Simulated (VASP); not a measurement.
Set up this calculation in VASP 6.6.1, as the native input.

```
Task                   : single point
Functional             : LDA
Potentials or basis    : VASP PAW LDA potentials, release 64 (Pt)
Cutoff                 : 520 eV
k mesh                 : 10 × 10 × 10
Occupations            : gaussian, width 0.1 eV
Spin                   : no spin polarisation
Dipole correction      : no
Further INCAR settings : ALGO = Normal; EDIFF = 1e-06; NBANDS = 11
```

The structure of Pt lies in POSCAR:

```
Pt
1.0
   -1.5842200000      1.5842200000      1.5842200000
    1.5842200000     -1.5842200000      1.5842200000
    1.5842200000      1.5842200000     -1.5842200000
Pt
1
Direct
    0.0000000000      0.0000000000      0.0000000000
```

This isn't the form of Pt at room conditions, which is fcc.

These files were run (other wordings do the same):

INCAR

```
SYSTEM = Pt
PREC = Accurate
ENCUT = 520
EDIFF = 1E-6
ISMEAR = 0
SIGMA = 0.1
LREAL = .FALSE.
LASPH = .TRUE.
NELM = 100
ALGO = Normal
ISIF = 2
LWAVE = .FALSE.
LCHARG = .FALSE.
GGA = CA
NBANDS = 11
```

KPOINTS

```
Automatic mesh
0
G
  10 10 10
  0 0 0
```

Potentials or basis: VASP PAW LDA potentials, release 64 (Pt).

Run with:

```console
$ cat potpaw_LDA.64/Pt/POTCAR > POTCAR
$ mpirun -np 1 vasp_std > vasp.out
```

It gave:

```yaml
Pressure: -15.3 GPa
Band_gap_on_the_k_mesh: none (metal or under the smearing width)
```

Caveat: so large a pressure means that the cell lies far from this level's equilibrium, or that cutoff or potentials fall short.

It took 2.9 s on 1 thread of Intel(R) Xeon(R) 6975P-C (Granite Rapids) (shared host), peak memory 0.12 GiB.
